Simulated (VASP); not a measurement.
Given:

```yaml
crystal:
  lattice:
    - [0.00000, 1.92957, 1.92957]
    - [1.92957, 0.00000, 1.92957]
    - [1.92957, 1.92957, 0.00000]
  atoms:
    - { symbol: Li, position: [0.00000, 0.00000, 0.00000] }
    - { symbol: F, position: [0.50000, 0.50000, 0.50000] }
```

Computed with PBEsol GGA, VASP's PBE PAW potentials (set 64) (plane waves; VASP). Settings: 620 eV cut-off, 12×12×12 Γ-centred mesh, Gaussian smearing of 0.050 eV, potentials Li_sv F.

Predict the energy per atom (σ→0), pressure, band gap (on the k-mesh) with the smallest direct gap where there is one.

```
Property                                     Result
-----------------------------------  --------------
band gap (on the k-mesh)                   10.14 eV
smallest direct gap (on the k-mesh)        10.14 eV
energy per atom (σ→0)                -4.901 eV/atom
pressure                                   9.94 GPa
```

Only differences to runs with the same potentials and settings are physical.

The compound is LiF in the rock salt structure. It was relaxed first under an external pressure of 10 GPa.
